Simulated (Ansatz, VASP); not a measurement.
BeOs in VASP and in Ansatz

File INCAR:

```
PREC = Accurate
ENCUT = 600
EDIFF = 1E-6
ISMEAR = 0
SIGMA = 0.1
LREAL = F
LASPH = T
NELM = 100
ALGO = Normal
ISIF = 3
LWAVE = F
LCHARG = F
GGA = PE
IBRION = 2
NSW = 100
EDIFFG = -0.01
```

File KPOINTS:

```
regular mesh
0
Gamma
  22 22 22
```

Contents of POSCAR:

```
BeOs
1.0
    0.0000000000      2.2570037783      2.2570037783
    2.2570037783      0.0000000000      2.2570037783
    2.2570037783      2.2570037783      0.0000000000
Be Os
1 1
Direct
    0.0000000000      0.0000000000      0.0000000000
    0.5000000000      0.5000000000      0.5000000000
```

Input for Ansatz:

```yaml
crystal:
  lattice:
    - [0.0, 2.2570037783, 2.2570037783]
    - [2.2570037783, 0.0, 2.2570037783]
    - [2.2570037783, 2.2570037783, 0.0]
  atoms:
    - { symbol: Be, position: [0.0, 0.0, 0.0] }
    - { symbol: Os, position: [0.5, 0.5, 0.5] }
basis:
  ecutwfc: 420
kpoints:
  mp_grid: { grid: [22, 22, 22] }
hamiltonian:
  xc: pbe
scf:
  occupations: { method: gaussian, width: 0.1 }
output:
  forces: true
  stress: true
  eigenvalues: true
  write_density: true
  write_potential: true
  elf: true
  volumetric_format: npy
relax:
  adjacent_minimum: "off"
  f_tol: 0.01
  max_steps: 80
  cell: { stress_tol: 0.05 }
```

Change from the starting cell: species swapped into the GdBi type (Fm-3m, No. 225).

Alike in both runs: task relaxation of cell and atoms; functional PBE; k mesh 22 × 22 × 22; occupations gaussian, width 0.1 eV; no spin polarisation.

|  | VASP | Ansatz |
| --- | --- | --- |
| version | VASP 6.6.1 | Ansatz 0.2.0 |
| potentials or method | VASP PAW PBE potentials, release 64 (Be, Os) | scalar-relativistic, plane waves, PAW |
| plane-wave cutoff (eV) | 600 | 420 |
| valence electrons in the cell | 10 | 18 |

Ansatz gave:

| Property | Result |
| --- | --- |
| gap on the k mesh at the Fermi level, each at its own relaxed structure (eV) | none |
| relaxed volume (Å³/atom) | 11.53 |
| relaxed cell length with the largest relative difference (Å) | 3.195 |

Estimate VASP's values.

gap on the k mesh at the Fermi level, each at its own relaxed structure (eV): none; relaxed volume (Å³/atom): 11.56; relaxed cell length with the largest relative difference (Å): 3.198.

A gap of «none» marks a metal or a gap that the smearing closes. The two sets of potentials don't hold the same shells in valence.

Spin-orbit coupling is left out, which matters for the levels of Os.
